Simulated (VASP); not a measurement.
Data:

```xyz
2
Lattice="3.7600 0.0000 0.0000 0.0000 3.7600 0.0000 0.0000 0.0000 3.7600" Properties=species:S:1:pos:R:3 pbc="T T T"
Ag     0.0000     0.0000     0.0000
La     1.8800     1.8800     1.8800
```

All values below come from r2SCAN meta-GGA, VASP's PBE PAW potentials (set 64) (plane waves; VASP). Numerical set-up: 400 eV cut-off, 9×9×9 Γ-centred mesh, first-order Methfessel-Paxton smearing of 0.10 eV, potentials Ag La.

Energy and stress use the plane-wave basis of the starting cell.

Problem. The ions, cell shape and volume are relaxed. Which structure does the run end with?

Solution. 
```xyz
2
Lattice="3.8114 0.0000 0.0000 0.0000 3.8114 0.0000 0.0000 0.0000 3.8114" Properties=species:S:1:pos:R:3 pbc="T T T"
Ag     0.0000     0.0000     0.0000
La     1.9057     1.9057     1.9057
```
Space group Pm-3m (221), at a tolerance of 0.03 Å.

Problem. How do energy and volume change from the first to the last step?

Solution. The energy (σ→0) changes by -8.4 meV/atom and the volume by +4.2 %, in 3 ionic steps.

The structure comes from a measured LaAg entry (Pm-3m) of the Crystallography Open Database, whose conditions weren't checked. This run relaxes it. Symmetry was kept, so distortions that lower it aren't found.
